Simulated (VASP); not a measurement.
A run of VASP 6.6.1 is set up as follows.

File INCAR:

```
ALGO = Normal
EDIFF = 1E-6
ENCUT = 520
GGA = PE
ISIF = 2
ISMEAR = -1
LASPH = True
LCHARG = False
LREAL = Auto
LWAVE = False
NBANDS = 47
NELM = 100
PREC = Accurate
SIGMA = 0.05
```

The input KPOINTS:

```
k-points
0
Gamma
  1 1 1
```

File POSCAR:

```
NaH12ClO6
1.0
    6.0731780000      0.0000000000      0.0000000000
    0.0000000000      6.0731780000      0.0000000000
    0.0000000000      0.0000000000      6.0731780000
O H Na Cl
6 12 1 1
Direct
    0.7701075121      0.5584720224      0.8772836890
    0.0792995035      0.8327600475      0.1574134662
    0.4558239525      0.5064234903      0.3445807121
    0.2067945316      0.3575228653      0.9373181553
    0.6976577996      0.1195090939      0.1525231106
    0.9602880074      1.2175503501      0.5142118344
    0.6406859802      0.6200707439      0.8054267469
    0.7185694211      0.4194673695      0.9321972779
   -0.0187381302      0.7278396912      0.0994207645
    0.1827379339      0.8912961221      0.0419055723
    0.5577804570      0.6293739456      0.3592023814
    0.5540756421      0.3747132062      0.3259743087
    0.2246764379      0.4374645367      1.0739846584
    0.3416003944      0.2704844152      0.9050451016
    0.6441767391      0.0282553879      0.0410493485
    0.8481391456      0.0556545519      0.1640492013
    0.8375845398      1.1788885490      0.6026004836
    1.0635453135      1.0872561285      0.5047604401
    1.1539098640      0.5389764634      0.5673800439
    0.3718810810      0.9352599249      0.7078172252
```

Potentials or basis: VASP PAW PBE potentials, release 64 (O, H, Na_pv, Cl).

Command:

```bash
$ cat potpaw_PBE.64/O/POTCAR potpaw_PBE.64/H/POTCAR potpaw_PBE.64/Na_pv/POTCAR potpaw_PBE.64/Cl/POTCAR > POTCAR
$ mpirun -np 1 vasp_gam > vasp.out
```

Task: Predict the band gap on the k mesh.

Result: 3.94 eV, direct.

Task: Estimate the pressure.

Result: 0.4 GPa.

Forces on the atoms (eV/Å):
```
O    0.238  0.775 -0.470
O    1.494  1.817  1.052
O    0.953 -1.017  0.035
O    0.312 -0.319 -0.704
O    1.250  0.969  1.085
O    1.895 -0.336 -1.115
H   -0.256  0.525  0.005
H    0.069 -0.960  0.585
H   -1.019 -1.179 -1.506
H   -0.782 -0.740  0.224
H   -0.238  0.180 -0.037
H   -0.627  0.550 -0.093
H    0.616  0.091  0.201
H   -0.788  0.192  0.428
H   -1.573 -1.303 -1.897
H   -0.041  0.471  0.491
H   -0.855 -0.564  0.731
H   -0.859  0.967  0.412
Na  -0.077  0.106  0.481
Cl   0.288 -0.224  0.091
```

Expect the measured gap to be larger: semilocal functionals such as PBE lack the derivative discontinuity.
